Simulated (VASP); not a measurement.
Output of a VASP run:

### OSZICAR
```
       N       E                     dE             d eps       ncg     rms          rms(c)
DAV:   1     0.303030183924E+03    0.30303E+03   -0.15155E+04   576   0.175E+03
DAV:   2     0.905201748222E+01   -0.29398E+03   -0.28311E+03   666   0.451E+02
DAV:   3    -0.155711221020E+02   -0.24623E+02   -0.24211E+02   666   0.150E+02
DAV:   4    -0.163382268528E+02   -0.76710E+00   -0.76590E+00   630   0.266E+01
DAV:   5    -0.163633164151E+02   -0.25090E-01   -0.25089E-01   642   0.503E+00    0.807E+00
DAV:   6    -0.143661225126E+02    0.19972E+01   -0.10672E+01   738   0.270E+01    0.277E+00
DAV:   7    -0.143576653228E+02    0.84572E-02   -0.47840E-01   584   0.470E+00    0.158E+00
DAV:   8    -0.143521215560E+02    0.55438E-02   -0.10667E-01   580   0.395E+00    0.494E-01
DAV:   9    -0.143497474341E+02    0.23741E-02   -0.21236E-02   674   0.110E+00    0.103E-01
DAV:  10    -0.143509229944E+02   -0.11756E-02   -0.18331E-03   576   0.498E-01    0.326E-02
DAV:  11    -0.143508977274E+02    0.25267E-04   -0.14430E-04   614   0.134E-01    0.152E-02
DAV:  12    -0.143509085090E+02   -0.10782E-04   -0.79303E-05   650   0.960E-02    0.126E-02
DAV:  13    -0.143509060904E+02    0.24186E-05   -0.29374E-05   668   0.574E-02    0.342E-03
DAV:  14    -0.143509060182E+02    0.72218E-07   -0.16727E-06   460   0.966E-03
   1 F= -.14350906E+02 E0= -.14350906E+02  d E =-.143509E+02
       N       E                     dE             d eps       ncg     rms          rms(c)
DAV:   1    -0.143550393407E+02   -0.41333E-02   -0.10483E-01   728   0.471E+00    0.457E-01
DAV:   2    -0.143513838514E+02    0.36555E-02   -0.17710E-02   606   0.136E+00    0.959E-02
DAV:   3    -0.143510605841E+02    0.32327E-03   -0.97194E-04   734   0.492E-01    0.425E-02
DAV:   4    -0.143510149658E+02    0.45618E-04   -0.28832E-04   670   0.256E-01    0.144E-02
DAV:   5    -0.143510207663E+02   -0.58005E-05   -0.40718E-05   616   0.805E-02    0.929E-03
DAV:   6    -0.143510186381E+02    0.21282E-05   -0.11023E-05   698   0.437E-02    0.175E-03
DAV:   7    -0.143510185786E+02    0.59438E-07   -0.59816E-07   298   0.788E-03
   2 F= -.14351019E+02 E0= -.14351019E+02  d E =-.112560E-03
```

File OUTCAR:
```
------------------------ aborting loop because EDIFF is reached ----------------------------------------
  FORCE on cell =-STRESS in cart. coord.  units (eV):
  Direction    XX          YY          ZZ          XY          YZ          ZX
  --------------------------------------------------------------------------------------
  Total        0.0094476      0.0094476      0.0094476     -0.0000000      0.0000000      0.0000000
  in kB        0.2811354      0.2811354      0.2811354     -0.0000000      0.0000000      0.0000000
  external PRESSURE =       0.2811354 kB  Pullay stress =       0.0000000 kB
  volume of cell :       53.84
      direct lattice vectors                 reciprocal lattice vectors
     0.000000000  2.997063367  2.997063367    -0.166829973  0.166829973  0.166829973
     2.997063367  0.000000000  2.997063367     0.166829973 -0.166829973  0.166829973
     2.997063367  2.997063367  0.000000000     0.166829973  0.166829973 -0.166829973
 POSITION                                       TOTAL-FORCE (eV/Angst)
 -----------------------------------------------------------------------------------
      2.99706      0.00000      2.99706         0.000000      0.000000      0.000000
      1.49853      1.49853      1.49853         0.000000      0.000000      0.000000
      4.49560      4.49560      4.49560        -0.000000     -0.000000     -0.000000
 -----------------------------------------------------------------------------------
    total drift:                                0.000000     -0.000000      0.000000
  FREE ENERGIE OF THE ION-ELECTRON SYSTEM (eV)
  ---------------------------------------------------
  free  energy   TOTEN  =       -14.3510185786 eV

  energy  without entropy=      -14.3510185786  energy(sigma->0) =      -14.35101858

 reached required accuracy - stopping structural energy minimisation
```
(Selected blocks of OUTCAR.)

**POSCAR**
```
PbF2
1
    0.0000000000     3.0005308232     3.0005308232
    3.0005308232     0.0000000000     3.0005308232
    3.0005308232     3.0005308232     0.0000000000
Pb F
1 2
Direct
  0.0000000000   0.0000000000   0.0000000000
  0.2500000000   0.2500000000   0.2500000000
  0.7500000000   0.7500000000   0.7500000000
```

**Question.** Reconstruct the remaining input files.

**Answer.** This is not unique; one that fits is the input of the run itself, PBE GGA, plane waves, VASP's PBE PAW potentials (set 64).

KPOINTS:
```
Automatic mesh
0
G
 6 6 6
```

### INCAR
```
SYSTEM = PbF2
PREC = Accurate
ENCUT = 520
EDIFF = 1E-6
NELM = 100
ALGO = Normal
LREAL = .FALSE.
LASPH = .TRUE.
ISMEAR = 0
SIGMA = 0.05
GGA = PE
LMAXMIX = 4
LWAVE = .FALSE.
LCHARG = .FALSE.
IBRION = 2
ISIF = 3
NSW = 60
EDIFFG = -0.02
```

POTCAR, in this order: Pb_d F (PBE.64 set). Program: vasp_std.

The compound is PbF2 in the fluorite structure, the β form. This run relaxes it. Symmetry was kept, so distortions that lower it aren't found. The start is the result of an earlier pass.
